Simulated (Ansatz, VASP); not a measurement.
# SiCl3: VASP beside Ansatz, part 2 of 2

Wanted: the spread between two codes on one cell, functional and k mesh. The cell is generated by rule, not measured, and may not be a known phase. The cell is taken from a series of runs on this material, whose earlier steps may have relaxed, scaled, displaced or heated it; both programs get it as it stands.

VASP 6.6.1 and Ansatz 0.2.0.

So far: Set-up; Ansatz: zone-centre phonons, PBE.

### Step 3. VASP: zone-centre phonons, PBE

Level of this step: PBE; plane waves and PAW (Si, Cl); invented cell (VASP).

The same cell, functional, mesh and smearing now go to VASP, with its own data sets.

Lines of VASP's logs that name or quote its potential files are left out, and so is its time.

Contents of INCAR:

```
SYSTEM = SiCl3
PREC = Accurate
ENCUT = 500
EDIFF = 1E-08
NELM = 120
ISMEAR = 1
SIGMA = 0.2
LREAL = .FALSE.
ALGO = Normal
GGA = PE
NBANDS = 18
LORBIT = 11
LWAVE = .FALSE.
LCHARG = .FALSE.
ISIF = 2
IBRION = 8
LASPH = .TRUE.
GGA_COMPAT = .FALSE.
KPAR = 2
```

Contents of POSCAR:

```
SiCl3
1.0
    3.5142545696      2.0289558218      3.3009564388
   -3.5142545696      2.0289558218      3.3009564388
    0.0000000000     -4.0579116435      3.3009564388
Si Cl
1 3
Direct
    0.0732972438      0.0732972438      0.0732972438
    0.9857636832      0.9857636832      0.4665751039
    0.9857636832      0.4665751039      0.9857636832
    0.4665751039      0.9857636832      0.9857636832
```

Contents of KPOINTS:

```
Automatic mesh
0
Gamma
9 9 9
0 0 0
```

PAW data sets: Si and Cl (PBE family, release 64).

Command:

```bash
$ mpirun -np 2 vasp_std
```

Numbers of over 12 decimals in the logs are rounded to 6 here.

The log of the run:

```text
[banner, memory and clock lines left out]
running    2 mpi-ranks, on    1 nodes
 distrk:  each k-point on    1 cores,    2 groups
 distr:  one band on    1 cores,    1 groups

 POSCAR found type information on POSCAR SiCl
 POSCAR found :  2 types and       4 ions
 LDA part: xc-table for (Slater+PW92), standard interpolation
 POSCAR, INCAR and KPOINTS ok, starting setup
 FFT: planning ... GRIDC
 FFT: planning ... GRID_SOFT
 FFT: planning ... GRID
 WAVECAR not read
 entering main loop
       N       E                     dE             d eps       ncg     rms          rms(c)
DAV:   1     0.164045715135E+03    0.16405E+03   -0.96810E+03  3060   0.106E+03
DAV:   2     0.173208046402E+01   -0.16231E+03   -0.15899E+03  4018   0.209E+02
DAV:   3    -0.142196937330E+02   -0.15952E+02   -0.15880E+02  3808   0.759E+01
DAV:   4    -0.144668638980E+02   -0.24717E+00   -0.24696E+00  4108   0.111E+01
DAV:   5    -0.144717930185E+02   -0.49291E-02   -0.49288E-02  4066   0.154E+00    0.121E+01
DAV:   6    -0.141353406748E+02    0.33645E+00   -0.60352E-01  3542   0.407E+00    0.719E+00
DAV:   7    -0.141112264393E+02    0.24114E-01   -0.29958E-01  3896   0.292E+00    0.160E+00
DAV:   8    -0.141082112852E+02    0.30152E-02   -0.37048E-02  3550   0.112E+00    0.481E-01
DAV:   9    -0.141083337765E+02   -0.12249E-03   -0.17237E-03  3744   0.293E-01    0.145E-01
DAV:  10    -0.141083283273E+02    0.54491E-05   -0.25005E-04  3880   0.973E-02    0.612E-02
DAV:  11    -0.141083428713E+02   -0.14544E-04   -0.24137E-05  3408   0.371E-02    0.261E-02
DAV:  12    -0.141083431414E+02   -0.27005E-06   -0.35047E-06  3952   0.117E-02    0.873E-03
DAV:  13    -0.141083431958E+02   -0.54418E-07   -0.10497E-06  3324   0.685E-03    0.292E-03
DAV:  14    -0.141083431464E+02    0.49378E-07   -0.48393E-08  4182   0.144E-03    0.147E-03
DAV:  15    -0.141083431880E+02   -0.41592E-07   -0.19805E-08  2626   0.946E-04    0.603E-04
DAV:  16    -0.141083431910E+02   -0.30175E-08   -0.20836E-09  2376   0.339E-04
   1 F= -.14108343E+02 E0= -.14107823E+02  d E =-.156107E-02
 Linear response reoptimize wavefunctions to high precision
DAV:   1    -0.141083431856E+02    0.54577E-08   -0.76455E-10  2220   0.182E-04
DAV:   2    -0.141083431856E+02   -0.11596E-10   -0.12775E-10  1864   0.817E-05
 Linear response DOF=           5
 Linear response progress:
  Degree of freedom:   1/  5
       N       E                     dE             d eps       ncg     rms          rms(c)
RMM:   1    -0.302256923330E-01   -0.30226E-01   -0.18555E-02 37061   0.112E+00
RMM:   2    -0.213806521990E-01    0.88450E-02   -0.26489E-03 22351   0.338E-01    0.303E-01
RMM:   3    -0.208951953180E-01    0.48546E-03   -0.59500E-04 23031   0.104E-01    0.166E-01
RMM:   4    -0.206692711682E-01    0.22592E-03   -0.39830E-04 23003   0.775E-02    0.412E-02
RMM:   5    -0.206024879111E-01    0.66783E-04   -0.57513E-05 22592   0.285E-02    0.940E-03
RMM:   6    -0.205953453386E-01    0.71426E-05   -0.56724E-06 23013   0.821E-03    0.413E-03
RMM:   7    -0.205990270877E-01   -0.36817E-05   -0.10774E-06 22321   0.477E-03    0.119E-03
RMM:   8    -0.206001259093E-01   -0.10988E-05   -0.30384E-07 23905   0.797E-04    0.411E-04
RMM:   9    -0.206005416026E-01   -0.41569E-06   -0.10648E-06 22774   0.636E-04    0.113E-04
RMM:  10    -0.206003819158E-01    0.15969E-06   -0.12441E-06 24286   0.199E-04    0.646E-05
RMM:  11    -0.206003824133E-01   -0.49743E-09   -0.81009E-07 23452   0.902E-05    0.281E-05
RMM:  12    -0.206004484274E-01   -0.66014E-07   -0.28931E-07 24245   0.502E-05    0.627E-06
RMM:  13    -0.206004377517E-01    0.10676E-07   -0.20244E-07 24352   0.240E-05    0.271E-06
RMM:  14    -0.206004296857E-01    0.80660E-08   -0.40523E-08 24035   0.142E-05    0.739E-07
 first order change of Fermi-energy   0.13588E-04
 force on displaced ion       1 direction 1 : -15.344   0.009   0.000
 Linear response progress:
  Degree of freedom:   2/  5
       N       E                     dE             d eps       ncg     rms          rms(c)
RMM:   1    -0.202577063888E-01   -0.20258E-01    0.55275E-03  7448   0.791E-01
RMM:   2    -0.190084888489E-01    0.12492E-02   -0.10360E-03  5196   0.181E-01    0.206E-01
RMM:   3    -0.183052224422E-01    0.70327E-03   -0.37566E-04  5298   0.836E-02    0.119E-01
RMM:   4    -0.178627823413E-01    0.44244E-03   -0.19785E-04  5249   0.716E-02    0.357E-02
RMM:   5    -0.177426926555E-01    0.12009E-03   -0.24384E-05  5305   0.274E-02    0.994E-03
RMM:   6    -0.177262712797E-01    0.16421E-04   -0.10820E-06  5202   0.651E-03    0.257E-03
RMM:   7    -0.177308905499E-01   -0.46193E-05   -0.23712E-07  5246   0.306E-03    0.869E-04
RMM:   8    -0.177304452310E-01    0.44532E-06   -0.32729E-08  5416   0.112E-03    0.278E-04
RMM:   9    -0.177294447107E-01    0.10005E-05   -0.10670E-08  5261   0.587E-04    0.116E-04
RMM:  10    -0.177295113561E-01   -0.66645E-07   -0.16272E-09  5601   0.162E-04    0.297E-05
RMM:  11    -0.177296194995E-01   -0.10814E-06   -0.79961E-09  5486   0.585E-05    0.189E-05
RMM:  12    -0.177296267583E-01   -0.72588E-08    0.85535E-10  5716   0.235E-05    0.379E-06
 first order change of Fermi-energy   0.41755E+01
 force on displaced ion       1 direction 3 :  -0.000  -0.000  -9.027
 Linear response progress:
  Degree of freedom:   3/  5
       N       E                     dE             d eps       ncg     rms          rms(c)
RMM:   1    -0.204049706312E+00   -0.20405E+00   -0.15860E-02 27847   0.267E+00
RMM:   2    -0.202289866526E+00    0.17598E-02   -0.31751E-03 21113   0.351E-01    0.782E-02
RMM:   3    -0.202345644615E+00   -0.55778E-04   -0.10858E-04 22630   0.686E-02    0.475E-02
RMM:   4    -0.202551120629E+00   -0.20548E-03   -0.45917E-05 23665   0.376E-02    0.983E-03
RMM:   5    -0.202578402634E+00   -0.27282E-04   -0.19041E-06 23309   0.763E-03    0.395E-03
RMM:   6    -0.202583119935E+00   -0.47173E-05   -0.38503E-07 23697   0.228E-03    0.108E-03
RMM:   7    -0.202583331295E+00   -0.21136E-06   -0.47907E-08 23655   0.808E-04    0.273E-04
RMM:   8    -0.202583288881E+00    0.42413E-07   -0.36190E-08 23779   0.354E-04    0.101E-04
RMM:   9    -0.202582791996E+00    0.49689E-06   -0.31839E-08 23877   0.151E-04    0.246E-05
RMM:  10    -0.202582832767E+00   -0.40771E-07   -0.57574E-08 24208   0.795E-05    0.103E-05
RMM:  11    -0.202582879762E+00   -0.46995E-07   -0.77946E-08 24499   0.505E-05    0.305E-06
RMM:  12    -0.202582887473E+00   -0.77110E-08    0.17627E-08 24469   0.411E-05    0.981E-07
 first order change of Fermi-energy  -0.35367E-04
 force on displaced ion       2 direction 1 :  -1.529   0.001  -0.001
 Linear response progress:
  Degree of freedom:   4/  5
       N       E                     dE             d eps       ncg     rms          rms(c)
RMM:   1    -0.206455594884E+00   -0.20646E+00    0.36063E-02 16716   0.283E+00
RMM:   2    -0.203591113874E+00    0.28645E-02   -0.41083E-03 11935   0.419E-01    0.285E-01
RMM:   3    -0.204015121973E+00   -0.42401E-03   -0.95192E-04 12546   0.139E-01    0.134E-01
RMM:   4    -0.204453609936E+00   -0.43849E-03   -0.27654E-04 12844   0.710E-02    0.390E-02
RMM:   5    -0.204439114071E+00    0.14496E-04   -0.24537E-05 12749   0.265E-02    0.894E-03
RMM:   6    -0.204453035637E+00   -0.13922E-04   -0.50912E-06 13051   0.608E-03    0.445E-03
RMM:   7    -0.204443561091E+00    0.94745E-05   -0.11454E-06 12609   0.476E-03    0.121E-03
RMM:   8    -0.204452250165E+00   -0.86891E-05   -0.17027E-07 13075   0.125E-03    0.424E-04
RMM:   9    -0.204454356682E+00   -0.21065E-05    0.18580E-08 13014   0.687E-04    0.198E-04
RMM:  10    -0.204452495261E+00    0.18614E-05   -0.33559E-08 13311   0.263E-04    0.640E-05
RMM:  11    -0.204452449671E+00    0.45590E-07   -0.14294E-07 13560   0.115E-04    0.192E-05
RMM:  12    -0.204452410273E+00    0.39398E-07   -0.99549E-08 13659   0.661E-05    0.606E-06
RMM:  13    -0.204452403260E+00    0.70127E-08   -0.31904E-08 14135   0.463E-05    0.261E-06
 first order change of Fermi-energy   0.10633E+01
 force on displaced ion       2 direction 2 :   0.000 -11.496   3.402
 Linear response progress:
  Degree of freedom:   5/  5
       N       E                     dE             d eps       ncg     rms          rms(c)
RMM:   1    -0.202797926266E+00   -0.20280E+00    0.17543E-03 16911   0.272E+00
RMM:   2    -0.200952610838E+00    0.18453E-02   -0.30139E-03 11883   0.356E-01    0.131E-01
RMM:   3    -0.201100276625E+00   -0.14767E-03   -0.23163E-04 12502   0.821E-02    0.656E-02
RMM:   4    -0.201306076386E+00   -0.20580E-03   -0.77848E-05 13031   0.433E-02    0.200E-02
RMM:   5    -0.201350289339E+00   -0.44213E-04   -0.68544E-06 13111   0.147E-02    0.515E-03
RMM:   6    -0.201358302458E+00   -0.80131E-05   -0.33398E-07 13168   0.335E-03    0.204E-03
RMM:   7    -0.201356835192E+00    0.14673E-05   -0.57437E-09 12947   0.171E-03    0.526E-04
RMM:   8    -0.201357032772E+00   -0.19758E-06   -0.12506E-08 13380   0.569E-04    0.200E-04
RMM:   9    -0.201357546708E+00   -0.51394E-06   -0.29211E-08 13157   0.353E-04    0.692E-05
RMM:  10    -0.201357111122E+00    0.43559E-06    0.17804E-09 13578   0.145E-04    0.227E-05
RMM:  11    -0.201357160247E+00   -0.49126E-07   -0.68790E-08 13877   0.715E-05    0.101E-05
RMM:  12    -0.201357186281E+00   -0.26033E-07   -0.11376E-08 13769   0.536E-05    0.287E-06
RMM:  13    -0.201357175154E+00    0.11127E-07   -0.11419E-09 13662   0.464E-05    0.785E-07
RMM:  14    -0.201357172323E+00    0.28308E-08   -0.18800E-08 13081   0.444E-05    0.330E-07
 first order change of Fermi-energy  -0.13918E+01
 force on displaced ion       2 direction 3 :   0.000   3.400  -2.560
 Linear response finished
```

From OUTCAR (step 3):

```text
ion  position               nearest neighbor table
   1  0.073  0.073  0.073-   2 2.08   3 2.08   4 2.08
   2  0.986  0.986  0.467-   1 2.08
   3  0.986  0.467  0.986-   1 2.08
   4  0.467  0.986  0.986-   1 2.08

  LATTYP: Found a trigonal (rhomboedric) cell.
 ALAT       =     5.2309617010
 COS(alpha) =     0.0973209743

 Subroutine GETGRP returns: Found  6 space group operations
 (whereof  6 operations were pure point group operations)

The static configuration has the point symmetry C_3v.

 Found     85 irreducible k-points:

   k-points           NKPTS =     85   k-points in BZ     NKDIM =     85   number of bands    NBANDS=     18

   dimension x,y,z NGX =    40 NGY =   40 NGZ =   40
   dimension x,y,z NGXF=    80 NGYF=   80 NGZF=   80

   ENCUT  =  500.0 eV  36.75 Ry    6.06 a.u.   9.54  9.54  9.54*2*pi/ulx,y,z

   NELECT =      25.0000    total number of electrons

 k-points in reciprocal lattice and weights: Automatic mesh
   0.00000000  0.00000000  0.00000000       0.001
   0.11111111 -0.00000000 -0.00000000       0.008
   0.22222222 -0.00000000 -0.00000000       0.008
   0.33333333 -0.00000000  0.00000000       0.008
   0.44444444 -0.00000000 -0.00000000       0.008
   0.11111111  0.11111111  0.00000000       0.008
   0.22222222  0.11111111 -0.00000000       0.016
   0.33333333  0.11111111  0.00000000       0.016
   0.44444444  0.11111111 -0.00000000       0.016
[...]
0.44444444  0.44444444  0.44444444       0.003
  -0.44444444  0.44444444  0.44444444       0.008

 average (electrostatic) potential at core
       1 -90.6340       2 -96.0385       3 -96.0385       4 -96.0385

  Total       -0.1580068     -0.1580068     -0.0701708      0.0000000     -0.0000000      0.0000000
  in kB       -1.7926253     -1.7926253     -0.7961044      0.0000000     -0.0000000      0.0000000
  external PRESSURE =      -1.4604517 kB  Pullay stress =       0.0000000 kB

  energy-cutoff  :      500.00
  volume of cell :      141.22
      direct lattice vectors                 reciprocal lattice vectors
     3.514254570  2.028955822  3.300956439     0.142277684  0.082144059  0.100980834
    -3.514254570  2.028955822  3.300956439    -0.142277684  0.082144059  0.100980834
     0.000000000 -4.057911643  3.300956439     0.000000000 -0.164288118  0.100980834

 POSITION                                       TOTAL-FORCE (eV/Angst)
 -----------------------------------------------------------------------------------
      0.00000      0.00000      0.72585        -0.000000      0.000000      0.049609
      0.00000      2.10682      8.04807        -0.000000      0.039842     -0.016536
      1.82456     -1.05341      8.04807         0.034504     -0.019921     -0.016536
     -1.82456     -1.05341      8.04807        -0.034504     -0.019921     -0.016536
 -----------------------------------------------------------------------------------
    total drift:                               -0.000000      0.000000     -0.000079

 Eigenvectors and eigenvalues of the dynamical matrix
 ----------------------------------------------------

   1 f  =   14.231676 THz    89.420255 2PiTHz  474.717598 cm-1    58.857454 meV
             X         Y         Z           dx          dy          dz
      0.000000  0.000000  0.725853     0.000035   -0.802127   -0.000000
      0.000000  2.106821  8.048070    -0.000001    0.455960   -0.171547
      1.824561 -1.053411  8.048070    -0.188789    0.129003    0.085780
     -1.824561 -1.053411  8.048070     0.188758    0.128987    0.085767

   2 f  =   14.231676 THz    89.420255 2PiTHz  474.717598 cm-1    58.857454 meV
             X         Y         Z           dx          dy          dz
      0.000000  0.000000  0.725853     0.802127    0.000035    0.000000
      0.000000  2.106821  8.048070    -0.020007   -0.000020    0.000008
      1.824561 -1.053411  8.048070    -0.346963    0.188768    0.148561
     -1.824561 -1.053411  8.048070    -0.346980   -0.188779   -0.148568

   3 f  =   12.192962 THz    76.610637 2PiTHz  406.713419 cm-1    50.426014 meV
             X         Y         Z           dx          dy          dz
      0.000000  0.000000  0.725853     0.000000   -0.000000    0.632095
      0.000000  2.106821  8.048070    -0.000000    0.406154   -0.187594
      1.824561 -1.053411  8.048070     0.351739   -0.203077   -0.187594
     -1.824561 -1.053411  8.048070    -0.351739   -0.203077   -0.187594

   4 f  =    6.996286 THz    43.958959 2PiTHz  233.370970 cm-1    28.934300 meV
             X         Y         Z           dx          dy          dz
      0.000000  0.000000  0.725853     0.000000   -0.000000   -0.625520
      0.000000  2.106821  8.048070    -0.000000    0.410332    0.185838
      1.824561 -1.053411  8.048070     0.355358   -0.205166    0.185838
     -1.824561 -1.053411  8.048070    -0.355358   -0.205166    0.185838

   5 f  =    4.916813 THz    30.893248 2PiTHz  164.007232 cm-1    20.334296 meV
             X         Y         Z           dx          dy          dz
      0.000000  0.000000  0.725853    -0.359257    0.000117   -0.000000
      0.000000  2.106821  8.048070     0.631709    0.000136   -0.000027
      1.824561 -1.053411  8.048070    -0.155774    0.454448    0.071336
     -1.824561 -1.053411  8.048070    -0.155478   -0.454689   -0.071309

   6 f  =    4.916813 THz    30.893248 2PiTHz  164.007232 cm-1    20.334296 meV
             X         Y         Z           dx          dy          dz
      0.000000  0.000000  0.725853     0.000117    0.359257   -0.000000
      0.000000  2.106821  8.048070    -0.000206    0.418071   -0.082356
      1.824561 -1.053411  8.048070    -0.454517   -0.369413    0.041155
     -1.824561 -1.053411  8.048070     0.454619   -0.369116    0.041201

   7 f  =    2.700652 THz    16.968697 2PiTHz   90.084056 cm-1    11.168994 meV
             X         Y         Z           dx          dy          dz
      0.000000  0.000000  0.725853    -0.000005    0.135696   -0.000000
      0.000000  2.106821  8.048070    -0.000002   -0.142258   -0.794012
      1.824561 -1.053411  8.048070     0.087937    0.010044    0.397031
     -1.824561 -1.053411  8.048070    -0.087930    0.010050    0.396981

   8 f  =    2.700652 THz    16.968697 2PiTHz   90.084056 cm-1    11.168994 meV
             X         Y         Z           dx          dy          dz
      0.000000  0.000000  0.725853    -0.135696   -0.000005    0.000000
      0.000000  2.106821  8.048070    -0.060815    0.000005    0.000029
      1.824561 -1.053411  8.048070     0.091486   -0.087934    0.687620
     -1.824561 -1.053411  8.048070     0.091493    0.087933   -0.687649

   9 f  =    1.533685 THz     9.636426 2PiTHz   51.158221 cm-1     6.342808 meV
             X         Y         Z           dx          dy          dz
      0.000000  0.000000  0.725853    -0.000000   -0.000000    0.000000
      0.000000  2.106821  8.048070     0.577350    0.000000    0.000000
      1.824561 -1.053411  8.048070    -0.288675   -0.500000    0.000000
     -1.824561 -1.053411  8.048070    -0.288675    0.500000   -0.000000

  10 f/i=    0.002625 THz     0.016494 2PiTHz    0.087566 cm-1     0.010857 meV
             X         Y         Z           dx          dy          dz
      0.000000  0.000000  0.725853    -0.391960    0.235543    0.000000
      0.000000  2.106821  8.048070    -0.439998    0.264528   -0.000306
      1.824561 -1.053411  8.048070    -0.440196    0.264525    0.000594
     -1.824561 -1.053411  8.048070    -0.440094    0.264355   -0.000288

  11 f/i=    0.002625 THz     0.016494 2PiTHz    0.087566 cm-1     0.010857 meV
             X         Y         Z           dx          dy          dz
      0.000000  0.000000  0.725853     0.235543    0.391960   -0.000000
      0.000000  2.106821  8.048070     0.264410    0.440194   -0.000509
      1.824561 -1.053411  8.048070     0.264414    0.439996   -0.000010
     -1.824561 -1.053411  8.048070     0.264584    0.440098    0.000520

  12 f/i=    0.003021 THz     0.018980 2PiTHz    0.100764 cm-1     0.012493 meV
             X         Y         Z           dx          dy          dz
      0.000000  0.000000  0.725853    -0.000000    0.000000   -0.457363
      0.000000  2.106821  8.048070    -0.000000    0.000123   -0.513426
      1.824561 -1.053411  8.048070     0.000107   -0.000062   -0.513426
     -1.824561 -1.053411  8.048070    -0.000107   -0.000062   -0.513426

 ELASTIC MODULI CONTR FROM IONIC RELAXATION (kBar)
 Direction    XX          YY          ZZ          XY          YZ          ZX
 --------------------------------------------------------------------------------
 XX        -649.7493   -177.2174   -116.4175     -0.0000   -154.3179     -0.0000
 YY        -177.2174   -649.7493   -116.4175     -0.0000    154.3179      0.0000
 ZZ        -116.4175   -116.4175    -63.0422     -0.0000     -0.0000     -0.0000
 XY          -0.0000     -0.0000     -0.0000   -236.2767     -0.0000   -155.2596
 YZ        -154.3179    154.3179     -0.0000     -0.0000   -148.9674     -0.0000
 ZX          -0.0000      0.0000     -0.0000   -155.2596     -0.0000   -152.5904
 --------------------------------------------------------------------------------
```

### Step 4. Side by side

Known differences besides the potentials themselves: the cutoff is 789.13 eV in Ansatz and 500 eV in VASP. Total energies have different zeros and are not compared.

Compared:

| quantity | Ansatz | VASP | difference |
| --- | --- | --- | --- |
| optical mode 1 (cm⁻¹) | 49.4 | 51.2 | -1.7 |
| optical mode 2 to 3 (cm⁻¹) | 88.6 | 90.1 | -1.69 % |
| optical mode 4 to 5 (cm⁻¹) | 163.2 | 164.0 | -0.47 % |
| optical mode 6 (cm⁻¹) | 232.3 | 233.4 | -0.47 % |
| optical mode 7 (cm⁻¹) | 408.6 | 406.7 | +0.47 % |
| optical mode 8 to 9 (cm⁻¹) | 479.2 | 474.7 | +0.95 % |

Modes are paired by rising frequency, not by their patterns, so a pair may set unlike modes beside each other; they are those without the splitting of longitudinal modes.

### Step 5. What came out

```
r.m.s. difference of the optical zone-centre modes, each program's sorted by frequency (zone-centre phonons, PBE) : 2.5 cm⁻¹
difference in optical mode 2 to 3 (zone-centre phonons, PBE)                                                      : -1.7 %
```

**Reading.** The r.m.s. difference of the optical zone-centre modes, each program's sorted by frequency is 2.5 cm⁻¹ (zone-centre phonons, PBE). Among the rows given in per cent, the largest difference of the zone-centre phonons, PBE pair is in optical mode 2 to 3, -1.7 %. Such differences can come from data sets, numerical settings and the points named under the comparisons, not from the functional's error against experiment.

[Lines on the potential files, build, host, timing and source positions are cut from VASP's logs without a mark.]

[Logs are printed without paths, hosts, clocks, repeated set-up lines and the standing remarks that a program may print on its own settings, such as how far it seeks lower states.]

[Hosts, paths, dates, database ids (printed as entryN), source tags and the programs' standing remarks are cut or masked in the printed files.]
